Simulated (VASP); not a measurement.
Computed with PBEsol GGA, VASP's PBE PAW potentials (set 64) (plane waves; VASP 6.6.1).

Input for VASP

### KPOINTS
```
Automatic mesh
0
Gamma
12 12 1
0 0 0
```

**POSCAR**
```
Fe(110) slab
1
    2.4123447834     0.0000000000     0.0000000000
   -0.8041152513     2.2743802080     0.0000000000
    0.0000000000     0.0000000000    24.4069047251
Fe
5
Direct
  0.5000000000   0.5000000000   0.3393100805
  0.0000000000   0.0000000000   0.4194113611
  0.5000000000   0.5000000000   0.5000000000
  0.0000000000   0.0000000000   0.5805886389
  0.5000000000   0.5000000000   0.6606899195
```

### INCAR
```
ALGO  =  Normal
DIPOL  =  0.5 0.5 0.5
EDIFF  =  1E-6
ENCUT  =  400
GGA  =  PS
IDIPOL  =  3
ISMEAR  =  1
ISPIN  =  2
LASPH  =  T
LCHARG  =  F
LDIPOL  =  T
LMAXMIX  =  4
LORBIT  =  11
LREAL  =  F
LVHAR  =  T
LWAVE  =  F
MAGMOM  =  5*2.5
NELM  =  100
NELMIN  =  4
PREC  =  Normal
SIGMA  =  0.1
SYSTEM  =  Fe(110) slab
```

POTCAR, in this order: Fe (PBE.64 set). Program: vasp_std. Read from the step before: WAVECAR.

What VASP printed:

### OSZICAR
```
       N       E                     dE             d eps       ncg     rms          rms(c)
DAV:   1    -0.426156523697E+02   -0.42616E+02   -0.63374E-06  4402   0.509E-02    0.193E-02
DAV:   2    -0.426157436502E+02   -0.91280E-04   -0.24727E-04  8218   0.359E-01    0.124E-01
DAV:   3    -0.426156492356E+02    0.94415E-04   -0.18394E-04  8304   0.309E-01    0.201E-02
DAV:   4    -0.426156494121E+02   -0.17652E-06   -0.93778E-06  6706   0.571E-02
   1 F= -.42615649E+02 E0= -.42614901E+02  d E =-.224603E-02  mag=    11.1732
```

### OUTCAR
```
------------------------ aborting loop because EDIFF is reached ----------------------------------------
  FORCE on cell =-STRESS in cart. coord.  units (eV):
  Direction    XX          YY          ZZ          XY          YZ          ZX
  --------------------------------------------------------------------------------------
  Total       -1.5196555     -1.6992475     -0.2563639     -0.2539815      0.0000000      0.0000000
  in kB      -18.1819553    -20.3306872     -3.0672722     -3.0387680      0.0000000      0.0000000
  external PRESSURE =     -13.8599716 kB  Pullay stress =       0.0000000 kB
  volume of cell :      133.91
      direct lattice vectors                 reciprocal lattice vectors
     2.412344783  0.000000000  0.000000000     0.414534443  0.146560134  0.000000000
    -0.804115251  2.274380208  0.000000000     0.000000000  0.439680224  0.000000000
     0.000000000  0.000000000 24.406904725     0.000000000  0.000000000  0.040972012
 POSITION                                       TOTAL-FORCE (eV/Angst)
 -----------------------------------------------------------------------------------
      0.80411      1.13719      8.28151        -0.000000      0.000000      0.001316
      0.00000      0.00000     10.23653        -0.000000      0.000000      0.023044
      0.80411      1.13719     12.20345         0.000000      0.000000     -0.000000
      0.00000      0.00000     14.17037         0.000000     -0.000000     -0.023044
      0.80411      1.13719     16.12540         0.000000     -0.000000     -0.001316
 -----------------------------------------------------------------------------------
    total drift:                                0.000000      0.000000      0.000000
  FREE ENERGIE OF THE ION-ELECTRON SYSTEM (eV)
  ---------------------------------------------------
  free  energy   TOTEN  =       -42.6156494121 eV

  energy  without entropy=      -42.6134033817  energy(sigma->0) =      -42.61490074

 total charge

# of ion       s       p       d       tot
------------------------------------------
    1        0.499   0.438   6.248   7.185
    2        0.512   0.588   6.291   7.390
    3        0.512   0.589   6.284   7.385
    4        0.512   0.588   6.291   7.390
    5        0.499   0.438   6.248   7.185
--------------------------------------------------
tot          2.532   2.640  31.363  36.535

 magnetization (x)

# of ion       s       p       d       tot
------------------------------------------
    1       -0.004  -0.016   2.415   2.395
    2       -0.014  -0.048   2.169   2.107
    3       -0.012  -0.046   2.068   2.010
    4       -0.014  -0.048   2.169   2.107
    5       -0.004  -0.016   2.415   2.395
--------------------------------------------------
tot         -0.048  -0.174  11.236  11.014
```
(Selected blocks of OUTCAR.)

The cell is a thin slab with vacuum, built from Fe (bcc): (110) face.
